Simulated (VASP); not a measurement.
Consider the following.

```xyz
3
Lattice="0.0000 2.9200 2.9200 2.9200 0.0000 2.9200 2.9200 2.9200 0.0000" Properties=species:S:1:pos:R:3 pbc="T T T"
Ba     0.0000     0.0000     0.0000
F      1.4600     1.4600     1.4600
F      4.3800     4.3800     4.3800
```

Level of theory: PBE GGA, VASP's PBE PAW potentials (set 64) (plane waves; VASP). Run with 620 eV cut-off, 7×7×7 Γ-centred mesh, Gaussian smearing of 0.050 eV, potentials Ba_sv F.

Q: What does the run give for the energy per atom (σ→0), pressure?

A: 
```
Property                       Result
---------------------  --------------
energy per atom (σ→0)  -5.500 eV/atom
pressure                    19.89 GPa
```

Total energies compare only between runs with the same potentials, cut-off and functional.

The compound is BaF2 in the fluorite structure. It was relaxed first under an external pressure of 20 GPa.
